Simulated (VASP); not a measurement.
Data:

```
WSe2
1.0
    1.65796    -2.87167     0.00000
    1.65796     2.87167     0.00000
    0.00000     0.00000    16.91849
W Se
2 4
Direct
  0.33333   0.66667   0.25000
  0.66667   0.33333   0.75000
  0.33333   0.66667   0.84828
  0.66667   0.33333   0.34828
  0.66667   0.33333   0.15172
  0.33333   0.66667   0.65172
```

Level of theory: RPBE GGA, VASP's PBE PAW potentials (set 64) (plane waves; VASP). Settings: 520 eV cut-off, 8×8×2 Γ-centred mesh, Gaussian smearing of 0.050 eV, potentials W_sv Se.

Without a dispersion term in the relaxation, distances and binding between the weakly bound layers, chains or molecules are unreliable, and so is what depends on them.

Q: The ions and cell shape at fixed volume are relaxed. Predict the relaxed structure.

A: 
```
WSe2
1.0
    1.67400    -2.89944     0.00000
    1.67400     2.89944     0.00000
    0.00000     0.00000    16.59593
W Se
2 4
Direct
  0.33333   0.66667   0.25000
  0.66667   0.33333   0.75000
  0.33333   0.66667   0.85129
  0.66667   0.33333   0.35129
  0.66667   0.33333   0.14871
  0.33333   0.66667   0.64871
```
Space group P6_3/mmc (194), at a tolerance of 0.03 Å.

Q: How much energy does the relaxation gain?

A: The energy (σ→0) changes by -7.7 meV/atom, in 8 ionic steps.

The compound is WSe2 in the 2H layered structure. This cell is one point of a volume scan, at 0.97 of the reference volume. Symmetry was kept, so distortions that lower it aren't found.
